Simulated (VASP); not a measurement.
**GW on InSe**

How does the gap of InSe change from the starting functional to GW? The cell has space group R3m. The start is a cell from a database of measured crystal structures.

Program: VASP 6.6.1. Level of theory: r2SCAN; plane waves and PAW (In_d_GW, Se_GW), in the first sound run; inputs show where later runs differ. Results are calculated unless marked as measured.

## (1) The structure

The structure is trigonal, space group R3m (No. 160). The conventional cell has a = 4.000 Å, b = 4.000 Å, c = 24.950 Å, α = 90.00°, β = 90.00°, γ = 120.00°. Nearest to In lie 3 Se at 2.64 Å and 1 In at 2.80 Å. Nearest to Se lie 3 In at 2.64 Å. Nearest to Se lie 3 In at 2.64 Å. Farther neighbours and most contacts between anions are not listed.

## (2) Ground state, k-mesh 4×4×4

The orbitals come from a self-consistent r2SCAN run with a tight EDIFF and a narrow smearing. KPOINTS_OPT adds the bands along a path, which shows whether the mesh holds the band edges.

INCAR reads:

```
SYSTEM = InSe
PREC = Accurate
ENCUT = 300
EDIFF = 1E-08
NELM = 100
ISMEAR = 0
SIGMA = 0.01
LREAL = .FALSE.
ALGO = Normal
METAGGA = R2SCAN
LASPH = .TRUE.
NBANDS = 25
LORBIT = 11
LWAVE = .TRUE.
LCHARG = .FALSE.
KPAR = 8
```

POSCAR reads:

```
InSe
1.0
    2.0000000000      1.1547005384      8.3166666667
   -2.0000000000      1.1547005384      8.3166666667
    0.0000000000     -2.3094010768      8.3166666667
In Se
2 2
Direct
    0.0000000000      0.0000000000      0.0000000000
    0.1122000000      0.1122000000      0.1122000000
    0.6155000000      0.6155000000      0.6155000000
    0.8300000000      0.8300000000      0.8300000000
```

KPOINTS reads:

```
Automatic mesh
0
Gamma
4 4 4
0 0 0
```

KPOINTS_OPT reads:

```
Line mode
12
Line-mode
Reciprocal
  0.00000000   0.00000000   0.00000000 GAMMA
  0.50000000   0.00000000   0.00000000 L

  0.50000000   0.00000000   0.00000000 L
  0.50000000   0.17951802  -0.17951802 B1

  0.82048198   0.50000000   0.17951802 B
  0.50000000   0.50000000   0.50000000 Z

  0.50000000   0.50000000   0.50000000 Z
  0.00000000   0.00000000   0.00000000 GAMMA

  0.00000000   0.00000000   0.00000000 GAMMA
  0.33975901   0.00000000  -0.33975901 X

  0.66024099   0.33975901   0.00000000 Q
  0.50000000   0.50000000   0.00000000 F

  0.50000000   0.50000000   0.00000000 F
  0.66024099   0.66024099   0.17951802 P1

  0.66024099   0.66024099   0.17951802 P1
  0.50000000   0.50000000   0.50000000 Z

  0.50000000   0.00000000   0.00000000 L
  0.82048198   0.33975901   0.33975901 P
```

Potentials, in the order of the species: In_d_GW and Se_GW (PBE family, release 64).

Started as:

```
> mpirun -np 8 vasp_std
```

What it wrote:

```text
[banner, memory and clock lines left out]
running    8 mpi-ranks, on    1 nodes
 distrk:  each k-point on    1 cores,    8 groups
 distr:  one band on    1 cores,    1 groups

 POSCAR found type information on POSCAR InSe
 POSCAR found :  2 types and       4 ions
|                                                                             |
|           W    W    AA    RRRRR   N    N  II  N    N   GGGG   !!!           |
|           W    W   A  A   R    R  NN   N  II  NN   N  G    G  !!!           |
|           W    W  A    A  R    R  N N  N  II  N N  N  G       !!!           |
|           W WW W  AAAAAA  RRRRR   N  N N  II  N  N N  G  GGG   !            |
|           WW  WW  A    A  R   R   N   NN  II  N   NN  G    G                |
|           W    W  A    A  R    R  N    N  II  N    N   GGGG   !!!           |
|                                                                             |
|     For optimal performance we recommend to set                             |
|       NCORE = 2 up to number-of-cores-per-socket                            |
|     NCORE specifies how many cores store one orbital (NPAR=cpu/NCORE).      |
|     This setting can greatly improve the performance of VASP for DFT.       |
|     The default, NCORE=1 might be grossly inefficient on modern             |
|     multi-core architectures or massively parallel machines. Do your        |
|     Unfortunately you need to use the default for GW and RPA                |
|     calculations (for HF NCORE is supported but not extensively tested      |
|     yet).                                                                   |
|                                                                             |

|                                                                             |
|               ----> ADVICE to this user running VASP <----                  |
|                                                                             |
|     You enforced a specific xc type in the INCAR file but a different       |
|     [... a line on the potential file left out ...]
|     I HOPE YOU KNOW WHAT YOU ARE DOING!                                     |
|                                                                             |

 LDA part: xc-table for (None), standard interpolation
 POSCAR, INCAR and KPOINTS ok, starting setup
 FFT: planning ... GRIDC
 FFT: planning ... GRID_SOFT
 FFT: planning ... GRID
 WAVECAR not read
 entering main loop
       N       E                     dE             d eps       ncg     rms          rms(c)
DAV:   1     0.340568350407E+03    0.34057E+03   -0.11709E+04   767   0.219E+03
DAV:   2     0.771383913597E+01   -0.33285E+03   -0.31875E+03   820   0.578E+02
DAV:   3    -0.723256706401E+02   -0.80040E+02   -0.78526E+02  1068   0.431E+02
DAV:   4    -0.848651326866E+02   -0.12539E+02   -0.12508E+02  1268   0.134E+02
DAV:   5    -0.850709276460E+02   -0.20579E+00   -0.20562E+00  1084   0.155E+01    0.664E+00
DAV:   6    -0.762652490805E+02    0.88057E+01   -0.46631E+00   892   0.109E+02    0.372E+00
DAV:   7    -0.762624604903E+02    0.27886E-02   -0.11825E+00  1084   0.168E+01    0.241E+00
DAV:   8    -0.762793399033E+02   -0.16879E-01   -0.69645E-02  1116   0.696E+00    0.115E+00
DAV:   9    -0.762843742701E+02   -0.50344E-02   -0.95666E-03  1140   0.121E+00    0.227E-01
DAV:  10    -0.762842252095E+02    0.14906E-03   -0.43268E-03  1060   0.186E+00    0.687E-02
DAV:  11    -0.762843012624E+02   -0.76053E-04   -0.28077E-04  1140   0.392E-01    0.243E-02
DAV:  12    -0.762843005920E+02    0.67043E-06   -0.50791E-05  1260   0.145E-01    0.898E-03
DAV:  13    -0.762843020155E+02   -0.14235E-05   -0.59206E-06   980   0.221E-02    0.324E-03
DAV:  14    -0.762843006104E+02    0.14050E-05   -0.19224E-06  1148   0.310E-02    0.132E-03
DAV:  15    -0.762843010550E+02   -0.44451E-06   -0.31661E-07  1052   0.130E-02    0.342E-04
DAV:  16    -0.762843009769E+02    0.78095E-07   -0.16471E-08   740   0.377E-03    0.197E-04
DAV:  17    -0.762843009503E+02    0.26537E-07   -0.61591E-09   556   0.194E-03    0.595E-05
DAV:  18    -0.762843009635E+02   -0.13197E-07   -0.31916E-09   516   0.187E-03    0.767E-05
DAV:  19    -0.762843009571E+02    0.63828E-08   -0.16688E-09   484   0.123E-03
   1 F= -.76284301E+02 E0= -.76284301E+02  d E =-.422074E-20
 Start KPOINTS_OPT (optional k-point list driver)
k-point batch [1-13\108]
       N       E                     dE             ncg
DAV:   1     0.216317900358E+04   -0.38952E+04      730
DAV:   2    -0.236425534156E+04   -0.45274E+04      852
DAV:   3    -0.349116869494E+04   -0.11269E+04     1094
DAV:   4    -0.363904589004E+04   -0.14788E+03     1236
DAV:   5    -0.364186246990E+04   -0.28166E+01     1052
DAV:   6    -0.364201546932E+04   -0.15300E+00     1156
DAV:   7    -0.364202349907E+04   -0.80297E-02     1140
DAV:   8    -0.364202408583E+04   -0.58676E-03     1188
DAV:   9    -0.364202412562E+04   -0.39793E-04     1148
DAV:  10    -0.364202412829E+04   -0.26641E-05     1148
DAV:  11    -0.364202412837E+04   -0.82843E-07      948
DAV:  12    -0.364202412838E+04   -0.57921E-08      692
[...]
k-point batch [105-108\108]
       N       E                     dE             ncg
DAV:   1     0.782860668582E+04   -0.28987E+04      224
DAV:   2     0.645939979782E+04   -0.13692E+04      258
DAV:   3     0.615102267326E+04   -0.30838E+03      341
DAV:   4     0.611587944038E+04   -0.35143E+02      368
DAV:   5     0.611483734782E+04   -0.10421E+01      352
DAV:   6     0.611480569046E+04   -0.31657E-01      352
DAV:   7     0.611480344259E+04   -0.22479E-02      360
DAV:   8     0.611480329024E+04   -0.15236E-03      376
DAV:   9     0.611480327892E+04   -0.11315E-04      352
DAV:  10     0.611480327874E+04   -0.17650E-06      376
DAV:  11     0.611480327874E+04   -0.73196E-08      248
 writing wavefunctions
```

Run time: 3.6 min. Hardware: 8 MPI ranks of Intel Xeon 6975P-C (Granite Rapids), shared host; peak memory 3.1 GiB.

The logs omit lines about the potential files and the build; timing stands in the text.

From OUTCAR (step 2):

```text
ion  position               nearest neighbor table
   1  0.000  0.000  0.000-   3 2.64   3 2.64   3 2.64   2 2.80
   2  0.112  0.112  0.112-   4 2.64   4 2.64   4 2.64   1 2.80
   3  0.615  0.615  0.615-   1 2.64   1 2.64   1 2.64
   4  0.830  0.830  0.830-   2 2.64   2 2.64   2 2.64

  LATTYP: Found a trigonal (rhomboedric) cell.
 ALAT       =     8.6313543421
 COS(alpha) =     0.8926178500

 Subroutine GETGRP returns: Found  6 space group operations
 (whereof  6 operations were pure point group operations)

The static configuration has the point symmetry C_3v.

 Found     13 irreducible k-points:

   k-points           NKPTS =     13   k-points in BZ     NKDIM =     13   number of bands    NBANDS=     25

   dimension x,y,z NGX =    50 NGY =   50 NGZ =   50
   dimension x,y,z NGXF=   100 NGYF=  100 NGZF=  100

   ENCUT  =  300.0 eV  22.05 Ry    4.70 a.u.  12.19 12.19 12.19*2*pi/ulx,y,z

   NELECT =      38.0000    total number of electrons

 k-points in reciprocal lattice and weights: Automatic mesh
   0.00000000  0.00000000  0.00000000       0.016
   0.25000000  0.00000000  0.00000000       0.094
   0.50000000  0.00000000  0.00000000       0.047
   0.25000000  0.25000000  0.00000000       0.094
   0.50000000  0.25000000  0.00000000       0.188
  -0.25000000  0.25000000  0.00000000       0.094
   0.50000000  0.50000000  0.00000000       0.047
   0.25000000  0.25000000  0.25000000       0.031
   0.50000000  0.25000000  0.25000000       0.094
  -0.25000000  0.25000000  0.25000000       0.094
   0.50000000  0.50000000  0.25000000       0.094
  -0.25000000  0.50000000  0.25000000       0.094
   0.50000000  0.50000000  0.50000000       0.016

 average (electrostatic) potential at core
       1 -81.0199       2 -81.0170       3 -59.2929       4 -59.2926

 E-fermi :   3.1651

 k-point     1 :       0.0000    0.0000    0.0000
  band No.  band energies     occupation
    ...
     15       1.4854      2.00000
     16       1.6683      2.00000
     17       1.6683      2.00000
     18       1.7995      2.00000
     19       1.7995      2.00000
     20       5.1838      0.00000
     21       5.6399      0.00000
     22       7.7631      0.00000
     23       7.7631      0.00000
     24       8.6480      0.00000
    ...

 k-point     2 :       0.2500    0.0000    0.0000
  band No.  band energies     occupation
    ...
     15      -0.5443      2.00000
     16       1.0206      2.00000
     17       1.0611      2.00000
     18       1.2493      2.00000
     19       2.0024      2.00000
     20       5.3704      0.00000
     21       5.5872      0.00000
     22       7.4912      0.00000
     23       7.7372      0.00000
     24       8.1104      0.00000
    ...

 k-point     3 :       0.5000    0.0000    0.0000
  band No.  band energies     occupation
    ...
     15      -0.5480      2.00000
     16       0.5768      2.00000
     17       0.6012      2.00000
     18       0.7593      2.00000
     19       1.3407      2.00000
     20       4.4920      0.00000
     21       5.3788      0.00000
     22       7.0889      0.00000
     23       7.4500      0.00000
     24       8.1495      0.00000
    ...

  Total        1.1203825      1.1203825      0.3967478     -0.0000000      0.0000000      0.0000000
  in kB       15.5767547     15.5767547      5.5160122     -0.0000000      0.0000000      0.0000000
  external PRESSURE =      12.2231738 kB  Pullay stress =       0.0000000 kB

  energy-cutoff  :      300.00
  volume of cell :      115.24
      direct lattice vectors                 reciprocal lattice vectors
     2.000000000  1.154700538  8.316666667     0.250000000  0.144337567  0.040080160
    -2.000000000  1.154700538  8.316666667    -0.250000000  0.144337567  0.040080160
     0.000000000 -2.309401077  8.316666667     0.000000000 -0.288675135  0.040080160

 POSITION                                       TOTAL-FORCE (eV/Angst)
 -----------------------------------------------------------------------------------
      0.00000      0.00000      0.00000         0.000000      0.000000      0.088124
      0.00000      0.00000      2.79939         0.000000      0.000000     -0.081904
      0.00000      0.00000     15.35673         0.000000     -0.000000      0.054755
      0.00000      0.00000     20.70850         0.000000      0.000000     -0.060975
 -----------------------------------------------------------------------------------
    total drift:                               -0.000000     -0.000000      0.001944

  FREE ENERGIE OF THE ION-ELECTRON SYSTEM (eV)
  ---------------------------------------------------
  free  energy   TOTEN  =       -76.2843009571 eV

  energy  without entropy=      -76.2843009571  energy(sigma->0) =      -76.28430096

 total charge
# of ion       s       p       d       f       tot
--------------------------------------------------
    1        0.936   0.639  10.030   0.018  11.623
    2        0.936   0.640  10.030   0.018  11.624
    3        1.446   2.353   0.024   0.000   3.823
    4        1.446   2.353   0.024   0.000   3.823
--------------------------------------------------
tot          4.764   5.985  20.108   0.036  30.893

[... 3 further parts left out ...]
```

The PAW data sets were made with PBE, which is usual practice but a small mismatch for other functionals.

This step gave:

- free energy (TOTEN): -76.2843 eV
- Fermi energy: 3.165 eV
- pressure: 1.222 GPa
- least gap on mesh and path: 0.7865 eV
- least direct gap on mesh and path: 0.7865 eV

The highest empty bands on the path are converged less tightly, to about 0.1 eV. Electronic bands along the path, in eV, zero at the valence-band top; v1 is the highest filled band, c1 the lowest empty one:

```csv
point,v4,v3,v2,v1,c1,c2,c3,c4
Γ,-1.44,-1.44,-1.30,-1.30,2.08,2.54,4.66,4.66
0.55 of the way,-2.11,-2.11,-1.93,-1.13,2.10,2.43,4.29,4.67
L,-2.53,-2.50,-2.34,-1.76,1.39,2.27,3.99,4.35
0.45 of the way,-3.38,-3.04,-2.26,-1.64,2.02,2.61,3.74,4.63
B1,-3.83,-2.66,-2.38,-1.88,1.85,2.74,3.62,4.75
jump to B,-3.83,-2.66,-2.38,-1.88,1.85,2.74,3.62,4.75
0.55 of the way,-2.96,-2.39,-2.02,-0.62,2.60,3.05,4.30,4.74
Z,-1.51,-1.22,-1.22,0.00,0.79,2.59,4.56,4.56
0.55 of the way,-1.47,-1.26,-1.26,-0.99,1.64,2.58,4.62,4.62
Γ,-1.44,-1.44,-1.30,-1.30,2.08,2.54,4.66,4.66
0.45 of the way,-2.34,-2.32,-1.87,-1.07,2.47,2.84,3.92,4.92
X,-3.85,-2.71,-2.36,-1.84,1.91,2.64,3.66,4.71
jump to Q,-3.85,-2.71,-2.36,-1.84,1.91,2.64,3.66,4.71
0.55 of the way,-2.92,-2.77,-2.61,-1.68,1.85,2.32,3.94,4.45
F,-2.81,-2.67,-2.15,-1.60,1.40,2.24,3.62,3.89
0.45 of the way,-2.78,-2.66,-2.15,-1.64,1.46,2.19,3.63,3.94
P1,-2.72,-2.64,-2.18,-1.75,1.65,2.05,3.68,4.09
0.55 of the way,-2.89,-2.04,-1.64,-0.49,2.26,2.91,4.33,4.72
Z,-1.51,-1.22,-1.22,0.00,0.79,2.59,4.56,4.56
jump to L,-2.53,-2.50,-2.34,-1.76,1.39,2.27,3.99,4.35
0.45 of the way,-2.56,-2.53,-2.28,-1.82,1.55,2.11,3.88,4.33
P,-2.72,-2.64,-2.18,-1.75,1.65,2.05,3.68,4.09
```

Of the projections kept (In, Se), the largest for each band there; the rest of the weight can lie on other orbitals:

| point | v4 | v3 | v2 | v1 | c1 | c2 | c3 | c4 |
| --- | --- | --- | --- | --- | --- | --- | --- | --- |
| Γ | Se 0.85 | Se 0.85 | Se 0.83 | Se 0.83 | Se 0.54 | In 0.71 | In 0.84 | In 0.84 |
| L | Se 0.69 | Se 0.80 | Se 0.75 | Se 0.57 | In 0.60 | In 0.63 | In 0.66 | In 0.70 |
| B1 | Se 0.73 | Se 0.75 | Se 0.75 | In 0.56 | In 0.60 | In 0.67 | In 0.50 | In 0.54 |
| B | Se 0.73 | Se 0.75 | Se 0.75 | In 0.56 | In 0.60 | In 0.67 | In 0.50 | In 0.54 |
| Z | Se 0.84 | Se 0.85 | Se 0.85 | Se 0.74 | In 0.57 | In 0.66 | In 0.84 | In 0.84 |
| Γ | Se 0.85 | Se 0.85 | Se 0.83 | Se 0.83 | Se 0.54 | In 0.71 | In 0.84 | In 0.84 |

The cell has a gap of 0.786 eV on mesh and path. Spin-orbit coupling is left out, which can shift or reorder these edges. Forces of up to 0.088 eV/Å remain in these settings.

## (3) Empty bands, k-mesh 4×4×4

ALGO = Exact makes the empty bands from the converged ground state in one step. LOPTICS writes the k-derivatives of the orbitals (WAVEDER), which give the long-wavelength limit of the screening.

INCAR reads:

```
SYSTEM = InSe
PREC = Accurate
ENCUT = 300
ISMEAR = 0
SIGMA = 0.01
LREAL = .FALSE.
METAGGA = R2SCAN
LASPH = .TRUE.
NBANDS = 264
ALGO = Exact
NELM = 1
LWAVE = .TRUE.
LCHARG = .FALSE.
LOPTICS = .TRUE.
NEDOS = 1000
CSHIFT = 0.1
```

POSCAR is that of step 2.

KPOINTS is that of step 2.

Started as:

```
> mpirun -np 8 vasp_std
```

What it wrote:

```text
[banner, memory and clock lines left out]
running    8 mpi-ranks, on    1 nodes
 distrk:  each k-point on    8 cores,    1 groups
 distr:  one band on    1 cores,    8 groups

 POSCAR found type information on POSCAR InSe
 POSCAR found :  2 types and       4 ions
 [... a notice as in an earlier step ...]

 [... a notice as in an earlier step ...]

 LDA part: xc-table for (None), standard interpolation
 found WAVECAR, reading the header
  number of bands has changed, file:    25 present:   264
  trying to continue reading WAVECAR, but it might fail
 POSCAR, INCAR and KPOINTS ok, starting setup
 FFT: planning ... GRIDC
 FFT: planning ... GRID_SOFT
 FFT: planning ... GRID
 reading WAVECAR
 random initialization beyond band           25
 the WAVECAR file was read successfully
 initial charge from wavefunction
 entering main loop
       N       E                     dE             d eps       ncg     rms          rms(c)
DIA:   1    -0.762843009521E+02   -0.76284E+02    0.00000E+00     0   0.000E+00
   1 F= -.76284301E+02 E0= -.76284301E+02  d E =-.512062E-68
 writing wavefunctions
 optical routines
 imaginary and real dielectric function
 direction            1
 direction            2
 direction            3
```

The job ended after 44 s (8 MPI ranks; peak memory 1.8 GiB).

From OUTCAR (step 3):

```text
The static configuration has the point symmetry C_3v.

 Found     13 irreducible k-points:

   k-points           NKPTS =     13   k-points in BZ     NKDIM =     13   number of bands    NBANDS=    264

   NELECT =      38.0000    total number of electrons

 E-fermi :   3.2255

 k-point     1 :       0.0000    0.0000    0.0000
  band No.  band energies     occupation
    ...
     15       1.4854      2.00000
     16       1.6683      2.00000
     17       1.6683      2.00000
     18       1.7995      2.00000
     19       1.7995      2.00000
     20       5.1838      0.00000
     21       5.6399      0.00000
     22       7.7631      0.00000
     23       7.7631      0.00000
     24       8.6479      0.00000
    ...

 k-point     3 :       0.5000    0.0000    0.0000
  band No.  band energies     occupation
    ...
     15      -0.5480      2.00000
     16       0.5768      2.00000
     17       0.6012      2.00000
     18       0.7593      2.00000
     19       1.3407      2.00000
     20       4.4920      0.00000
     21       5.3788      0.00000
     22       7.0889      0.00000
     23       7.4500      0.00000
     24       8.1496      0.00000
    ...

  Total        1.1203886      1.1203886      0.3968456      0.0000000      0.0000000      0.0000000
  in kB       15.5768397     15.5768397      5.5173714      0.0000000      0.0000000      0.0000000
  external PRESSURE =      12.2236836 kB  Pullay stress =       0.0000000 kB

 POSITION                                       TOTAL-FORCE (eV/Angst)
 -----------------------------------------------------------------------------------
      0.00000      0.00000      0.00000         0.000000      0.000000      0.088162
      0.00000      0.00000      2.79939         0.000000      0.000000     -0.081972
      0.00000      0.00000     15.35673         0.000000     -0.000000      0.054824
      0.00000      0.00000     20.70850         0.000000     -0.000000     -0.061014
 -----------------------------------------------------------------------------------
    total drift:                                0.000000     -0.000000      0.001876

  FREE ENERGIE OF THE ION-ELECTRON SYSTEM (eV)
  ---------------------------------------------------
  free  energy   TOTEN  =       -76.2843009521 eV

  energy  without entropy=      -76.2843009521  energy(sigma->0) =      -76.28430095

 plasma frequency squared (from intraband transitions) (eV^2)
  --------------------------------------------------------------------------------------
       0.000       0.000       0.000
       0.000       0.000       0.000
       0.000       0.000       0.000

[... 11 parts as in an earlier step ...]

[... 1 further part left out ...]
```

The gap is read on the k-mesh alone, so it is an upper bound where the band edges lie off the mesh.

Numbers from this step:

| Property | Result |
| --- | --- |
| gap on the k-mesh | 0.7865 eV |
| least direct gap on the k-mesh | 0.7865 eV |

WAVECAR now holds 264 bands for 38 electrons. Its independent-particle dielectric tensor has xx, yy, zz = 9.3, 9.3, 15.9 on this mesh, which isn't tested for convergence in mesh or bands and lacks local fields.

(Continued in part 2 of 3.)

[Lines on the potential files, build, host, timing and source positions are cut from VASP's logs without a mark.]

[Logs are printed without paths, hosts, clocks, repeated set-up lines and the standing remarks that a program may print on its own settings, such as how far it seeks lower states.]

[Hosts, paths, dates, database ids (printed as entryN), source tags and the programs' standing remarks are cut or masked in the printed files.]

[Pressures printed for these runs are not shown converged in the cutoff: they can be off by several GPa and have the wrong sign.]
